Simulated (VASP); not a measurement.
A convergence study with VASP on NaCl (rock salt): a few settings are varied, all else stays as given below, so the limit is that of these other settings.

```
NaCl
1.0
    0.00000     2.82000     2.82000
    2.82000     0.00000     2.82000
    2.82000     2.82000     0.00000
Na Cl
1 1
Direct
  0.00000   0.00000   0.00000
  0.50000   0.50000   0.50000
```

Computed with PBE GGA, VASP's PBE PAW potentials (set 64) (plane waves; VASP). The last row used: 550 eV cut-off, 15×15×15 Γ-centred mesh, second-order Methfessel-Paxton smearing of 0.40 eV, potentials Na_pv Cl.

Gaps are read on the run's mesh, which can miss a band edge.

| setting | E (eV/atom) | pressure (GPa) | gap on the mesh (eV) | irreducible k-points |
|---|---|---|---|---|
| ISMEAR = -1, SIGMA = 0.01, 4×4×4 mesh | -3.3866 | 0.76 | 5.107 | 8 |
| ISMEAR = -1, SIGMA = 0.1, 4×4×4 mesh | -3.3866 | 0.76 | 5.107 | 8 |
| ISMEAR = 0, SIGMA = 0.01, 4×4×4 mesh | -3.3866 | 0.76 | 5.107 | 8 |
| ISMEAR = 0, SIGMA = 0.2, 4×4×4 mesh | -3.3866 | 0.76 | 5.107 | 8 |
| ISMEAR = 1, SIGMA = 0.05, 4×4×4 mesh | -3.3865 | 0.76 | 5.107 | 8 |
| ISMEAR = 1, SIGMA = 0.2, 4×4×4 mesh | -3.3866 | 0.71 | 5.108 | 8 |
| ISMEAR = 2, SIGMA = 0.05, 4×4×4 mesh | -3.3865 | 0.76 | 5.107 | 8 |
| ISMEAR = 2, SIGMA = 0.2, 4×4×4 mesh | -3.3867 | 0.73 | 5.107 | 8 |
| ISMEAR = -1, SIGMA = 0.01, 9×9×9 mesh | -3.3874 | 0.74 | 5.108 | 35 |
| ISMEAR = -1, SIGMA = 0.2, 9×9×9 mesh | -3.3874 | 0.74 | 5.108 | 35 |
| ISMEAR = 0, SIGMA = 0.01, 9×9×9 mesh | -3.3874 | 0.74 | 5.108 | 35 |
| ISMEAR = 0, SIGMA = 0.4, 9×9×9 mesh | -3.3874 | 0.74 | 5.108 | 35 |
| ISMEAR = 1, SIGMA = 0.05, 9×9×9 mesh | -3.3874 | 0.74 | 5.108 | 35 |
| ISMEAR = 1, SIGMA = 0.4, 9×9×9 mesh | -3.3843 | 0.60 | 5.112 | 35 |
| ISMEAR = 2, SIGMA = 0.05, 9×9×9 mesh | -3.3874 | 0.74 | 5.108 | 35 |
| ISMEAR = 2, SIGMA = 0.4, 9×9×9 mesh | -3.3859 | 0.61 | 5.111 | 35 |
| ISMEAR = -1, SIGMA = 0.05, 15×15×15 mesh | -3.3874 | 0.74 | 5.108 | 120 |
| ISMEAR = -1, SIGMA = 0.2, 15×15×15 mesh | -3.3874 | 0.74 | 5.108 | 120 |
| ISMEAR = 0, SIGMA = 0.1, 15×15×15 mesh | -3.3874 | 0.74 | 5.108 | 120 |
| ISMEAR = 0, SIGMA = 0.4, 15×15×15 mesh | -3.3874 | 0.74 | 5.108 | 120 |
| ISMEAR = 1, SIGMA = 0.1, 15×15×15 mesh | -3.3874 | 0.74 | 5.108 | 120 |
| ISMEAR = 1, SIGMA = 0.4, 15×15×15 mesh | -3.3843 | 0.60 | 5.112 | 120 |
| ISMEAR = 2, SIGMA = 0.1, 15×15×15 mesh | -3.3874 | 0.74 | 5.108 | 120 |
| ISMEAR = 2, SIGMA = 0.4, 15×15×15 mesh | -3.3859 | 0.61 | 5.111 | 120 |

Left out are rungs that failed or repeat a setting and relaxations that didn't move; long series are thinned to 24 rows.

The compound is NaCl in the rock salt structure. The cell was not relaxed at this level.
